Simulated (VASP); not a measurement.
C: single point with PBE

Crystal: C.

```xyz
4
Lattice="2.4610 0.0000 0.0000 -1.2305 2.1313 0.0000 0.0000 0.0000 6.9763" Properties=species:S:1:pos:R:3 pbc="T T T"
C     0.0000    0.0000    1.7441
C     0.0000    1.4209    1.7441
C     0.0000    0.0000    5.2322
C     1.2305    0.7104    5.2322
```

The cell was built by a generator and needn't be a form met in nature.

| Quantity | Value |
| --- | --- |
| Program | VASP 6.6.1 |
| Task | single point |
| Functional | PBE |
| Potentials or basis | VASP PAW PBE potentials, release 64 (C) |
| Cutoff | 520 eV |
| k mesh | 16 × 16 × 4 |
| Occupations | fermi-dirac, width 0.05 eV |
| Spin | no spin polarisation |
| Further INCAR settings | ALGO = Normal; EDIFF = 1e-06; NBANDS = 16 |

```
Pressure               : 2.8 GPa
Band gap on the k mesh : 0.68 eV, direct
```

Stress tensor (GPa, compression positive):
```
3.08 0.00 0.00
0.00 3.08 0.00
0.00 0.00 2.18
```

Levels at points of the mesh, in eV from the valence-band top:
| k point | band 4 | band 5 | band 6 | band 7 | band 8 | band 9 | band 10 | band 11 | band 12 | band 13 |
| --- | --- | --- | --- | --- | --- | --- | --- | --- | --- | --- |
| (0.00, 0.00, 0.00) | -6.50 | -2.73 | -2.73 | -2.72 | -2.72 | 4.26 | 8.64 | 8.64 | 8.68 | 8.68 |
| (0.50, 0.00, 0.00) | -12.93 | -6.14 | -6.10 | -2.39 | -1.84 | 1.80 | 2.38 | 7.59 | 7.89 | 11.40 |
| (0.00, 0.00, 0.50) | -7.37 | -2.72 | -2.72 | -2.72 | -2.72 | 6.61 | 6.61 | 8.66 | 8.66 | 8.66 |
| (0.50, 0.00, 0.50) | -12.96 | -6.12 | -6.12 | -2.08 | -2.08 | 1.95 | 1.95 | 7.74 | 7.74 | 12.64 |

It took 22 s on 1 thread of AMD EPYC 9R14 (Zen 4), on a shared host, peak memory 0.13 GiB.

Caveat: this functional lacks dispersion, which binds the layers, so the pressure and a relaxed spacing across them are unreliable. A k mesh can miss the band edges.
